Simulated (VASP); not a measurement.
C3H4, in a box:

```xyz
7
Lattice="14.1933 0.0000 0.0000 0.0000 14.6933 0.0000 0.0000 0.0000 15.1933" Properties=species:S:1:pos:R:3 pbc="T T T"
C     6.0800    7.3511    8.9459
C     6.8086    7.3833    7.9794
C     7.6822    7.4227    6.8197
H     5.4365    7.3229    9.7998
H     7.6887    8.4245    6.3632
H     7.3541    6.7049    6.0521
H     8.7179    7.1713    7.0953
```

Base run:

- Program: VASP 6.6.1
- Functional: PBEsol
- Potentials or basis: VASP PAW PBE potentials, release 64 (C, H)
- Cutoff: 400 eV
- k mesh: 1 × 1 × 1
- Occupations: gaussian, width 0.01 eV
- Spin: no spin polarisation

Its results: gap between the frontier levels 5.99 eV; largest force 0.268 eV/Å.

Question: The run is repeated on the same cell with these changes: functional from PBEsol to optB86b-vdW. What comes out?

Answer: Gap between the frontier levels 5.68 eV; largest force 0.123 eV/Å.

Caveats: the standard files for N, O and F lose accuracy on very short bonds; the PAW data sets were made with another functional, which shifts forces and pressure a little.

